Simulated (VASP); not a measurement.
The cell holds one Al (fcc) (110) slab, with vacuum along c, ions free to move until forces fall under 0.03 eV/Å, no reconstruction beyond this cell, dipole correction on.

Consider the following.

```
CELL_PARAMETERS angstrom
      2.83686     0.00000     0.00000
      0.00000     4.01192     0.00000
      0.00000     0.00000    26.20640
ATOMIC_POSITIONS crystal
  Al 0.00000 0.00000 0.30792
  Al 0.50000 0.50000 0.35828
  Al 0.00000 0.00000 0.41579
  Al 0.50000 0.50000 0.46960
  Al 0.00000 0.00000 0.53040
  Al 0.50000 0.50000 0.58421
  Al 0.00000 0.00000 0.64172
  Al 0.50000 0.50000 0.69208
```

All values below come from PBEsol GGA, VASP's PBE PAW potentials (set 64) (plane waves; VASP). Numerical set-up: 400 eV cut-off, 10×7×1 Γ-centred mesh, first-order Methfessel-Paxton smearing of 0.10 eV, potentials Al.

Slab and bulk use different k-meshes, so the surface energy is good to a few per cent at best.

**Question.** Predict its surface energy, work function, band gap (on the k-mesh).

**Answer.** 
| Property | Value |
|---|---|
| surface energy | 72 meV/Å² |
| work function | 4.17 eV |
| band gap (on the k-mesh) | none (metal, semimetal or under 0.01 eV) |

Measured: work function 4.23 eV (computed value off by -0.06 eV), as given by Abhirup Patra et al., Proceedings of the National Academy of Sciences (2017), arXiv:1702.08515.

The cell is a thin slab with vacuum, built from Al (fcc): (110) face.
